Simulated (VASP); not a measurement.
# Iridium: how cutoff and mesh change the relaxed cell, part 2 of 2

Aim: test the relaxed volume of Iridium against cutoff and mesh. The starting structure is a measured crystal structure from the Crystallography Open Database.

VASP 6.6.1.

Results so far: reference 14.07 Å³ an atom; a cutoff of 210 eV 13.95 Å³ an atom; a 7×7×7 mesh 14.04 Å³ an atom.

**5. Relaxation with a cutoff of 360 eV (continued)**

Level of this step: PBEsol; plane waves and PAW (Ir) (VASP).

From OUTCAR (step 5):

```text
  Total       -0.0008368     -0.0008368     -0.0008368      0.0000000      0.0000000      0.0000000
  in kB       -0.0953195     -0.0953195     -0.0953195      0.0000000      0.0000000      0.0000000
  external PRESSURE =      -0.0953195 kB  Pullay stress =       0.0000000 kB

 POSITION                                       TOTAL-FORCE (eV/Angst)
 -----------------------------------------------------------------------------------
      0.00000      0.00000      0.00000         0.000000     -0.000000     -0.000000
 -----------------------------------------------------------------------------------
    total drift:                                0.000000      0.000000      0.000000

  FREE ENERGIE OF THE ION-ELECTRON SYSTEM (eV)
  ---------------------------------------------------
  free  energy   TOTEN  =        -9.8375932749 eV

  energy  without entropy=       -9.8382759583  energy(sigma->0) =       -9.83782084

[... 2 parts as in an earlier step ...]

[... 2 further parts left out ...]
[key lines of the parts left out:]
E-fermi :  10.4056
```

With a cutoff of 360 eV the cell ends at 14.065 Å³ an atom, -0.02 % from the reference.

**6. Relaxation with an 18×18×18 mesh**

Against step 2 the input has an 18×18×18 mesh.

INCAR reads:

```
SYSTEM = Ir
PREC = Accurate
ENCUT = 450
EDIFF = 1E-06
NELM = 100
ISMEAR = 1
SIGMA = 0.1
LREAL = .FALSE.
ALGO = Normal
GGA = PS
NBANDS = 10
LORBIT = 11
LWAVE = .FALSE.
LCHARG = .FALSE.
KPAR = 2
IBRION = 2
NSW = 50
ISIF = 3
EDIFFG = -0.01
```

POSCAR reads:

```
Ir
1.0
    0.0000000000      1.9197000000      1.9197000000
    1.9197000000      0.0000000000      1.9197000000
    1.9197000000      1.9197000000      0.0000000000
Ir
1
Direct
    0.0000000000      0.0000000000      0.0000000000
```

KPOINTS reads:

```
Automatic mesh
0
Gamma
18 18 18
0 0 0
```

The projector-augmented-wave data sets are Ir (PBE family, release 64).

Run with:

```bash
> mpirun -np 2 vasp_std
```

What it wrote:

```text
[... set-up lines as in an earlier step ...]
 entering main loop
       N       E                     dE             d eps       ncg     rms          rms(c)
DAV:   1     0.421131726548E+02    0.42113E+02   -0.39922E+03  3980   0.725E+02
DAV:   2    -0.967401698073E+01   -0.51787E+02   -0.48994E+02  4014   0.186E+02
DAV:   3    -0.104478321440E+02   -0.77382E+00   -0.77204E+00  4550   0.274E+01
DAV:   4    -0.104546286046E+02   -0.67965E-02   -0.67954E-02  4444   0.241E+00
[...]
DAV:  10    -0.981945624181E+01    0.69999E-05   -0.12846E-05  5618   0.362E-02    0.146E-02
DAV:  11    -0.981945798987E+01   -0.17481E-05   -0.10723E-06  3598   0.646E-03    0.123E-03
DAV:  12    -0.981945800859E+01   -0.18725E-07   -0.25120E-08  2080   0.170E-03
   1 F= -.98194580E+01 E0= -.98194524E+01  d E =-.981946E+01
[...]
N       E                     dE             d eps       ncg     rms          rms(c)
DAV:   1    -0.984068302133E+01   -0.21225E-01   -0.92629E-01  4236   0.137E+01    0.178E+00
[...]
DAV:   5    -0.981355797278E+01   -0.97911E-05   -0.12596E-05  5054   0.203E-02    0.399E-03
DAV:   6    -0.981355964599E+01   -0.16732E-05   -0.76607E-07  3214   0.524E-03    0.283E-04
DAV:   7    -0.981355963805E+01    0.79328E-08   -0.21953E-08  1992   0.133E-03
   2 F= -.98135596E+01 E0= -.98135493E+01  d E =0.589837E-02
 trial-energy change:    0.005898  1 .order    0.006020   -0.003897    0.015937
 step:   0.2024(harm=  0.1965)  dis= 0.00000  next Energy=    -9.819853 (dE=-0.395E-03)
[...]
N       E                     dE             d eps       ncg     rms          rms(c)
DAV:   1    -0.983723846528E+01   -0.23679E-01   -0.58827E-01  4234   0.109E+01    0.127E+00
DAV:   2    -0.982164041057E+01    0.15598E-01   -0.35757E-02  4282   0.230E+00    0.483E-01
DAV:   3    -0.981986141679E+01    0.17790E-02   -0.69890E-03  4698   0.907E-01    0.142E-01
DAV:   4    -0.981985534947E+01    0.60673E-05   -0.15856E-04  4560   0.115E-01    0.184E-02
DAV:   5    -0.981985863543E+01   -0.32860E-05   -0.52957E-06  5070   0.128E-02    0.407E-03
DAV:   6    -0.981985898558E+01   -0.35015E-06   -0.99574E-08  2102   0.279E-03
   3 F= -.98198590E+01 E0= -.98198526E+01  d E =-.400977E-03
[...]
reached required accuracy - stopping structural energy minimisation
```

Elapsed: 9.4 s, on 2 MPI ranks of Intel Xeon 6975P-C (Granite Rapids), shared host; peak memory 0.28 GiB; 18 s of CPU time.

Parts of OUTCAR (step 6):

```text
  Total       -0.0002928     -0.0002928     -0.0002928      0.0000000      0.0000000      0.0000000
  in kB       -0.0333114     -0.0333114     -0.0333114      0.0000000      0.0000000      0.0000000
  external PRESSURE =      -0.0333114 kB  Pullay stress =       0.0000000 kB

 POSITION                                       TOTAL-FORCE (eV/Angst)
 -----------------------------------------------------------------------------------
      0.00000      0.00000      0.00000        -0.000000      0.000000     -0.000000
 -----------------------------------------------------------------------------------
    total drift:                                0.000000      0.000000     -0.000000

  FREE ENERGIE OF THE ION-ELECTRON SYSTEM (eV)
  ---------------------------------------------------
  free  energy   TOTEN  =        -9.8198589856 eV

  energy  without entropy=       -9.8198398046  energy(sigma->0) =       -9.81985259

[... 1 part as in an earlier step ...]

[... 3 further parts left out ...]
[key lines of the parts left out:]
E-fermi :  10.3691
```

With an 18×18×18 mesh the cell ends at 14.081 Å³ an atom, +0.10 % from the reference.

**7. The runs compared**

| run | volume (Å³/atom) | change (%) | pressure left (GPa) | core minutes |
| --- | --- | --- | --- | --- |
| reference | 14.067 | - | -0.01 | 0.153 |
| a cutoff of 210 eV | 13.947 | -0.85 | -0.01 | 0.0667 |
| a 7×7×7 mesh | 14.042 | -0.18 | -0.03 | 0.0867 |
| a cutoff of 360 eV | 14.065 | -0.02 | -0.01 | 0.113 |
| an 18×18×18 mesh | 14.081 | 0.1 | 0.0 | 0.313 |

Core minutes are wall time times ranks, summed over the relaxations behind a row (those for a bulk modulus apart), on shared hosts.

**8. Summary of results**

```
volume of the reference                          : 14.07 Å³/atom
volume against the reference, a cutoff of 210 eV : -0.85 %
volume against the reference, a 7×7×7 mesh       : -0.18 %
volume against the reference, a cutoff of 360 eV : -0.02 %
volume against the reference, an 18×18×18 mesh   : +0.10 %
```

In words: The volume moves most with a cutoff of 210 eV: -0.85 % against the reference (450 eV, 12×12×12 mesh). On finer settings it changes by +0.10 % with an 18×18×18 mesh. The relaxations stop with up to 0.03 GPa left, which at a bulk modulus of 50 GPa, to name a scale, is 0.06 % of the volume. A cell that shrinks at the lower cutoff is the usual mark of Pulay stress, the error that a plane-wave basis makes when it is kept while the volume changes. Further runs on this material are not shown.

[Lines on the potential files, build, host, timing and source positions are cut from VASP's logs without a mark.]

[Logs are printed without paths, hosts, clocks, repeated set-up lines and the standing remarks that a program may print on its own settings, such as how far it seeks lower states.]

[Hosts, paths, dates, database ids (printed as entryN), source tags and the programs' standing remarks are cut or masked in the printed files.]
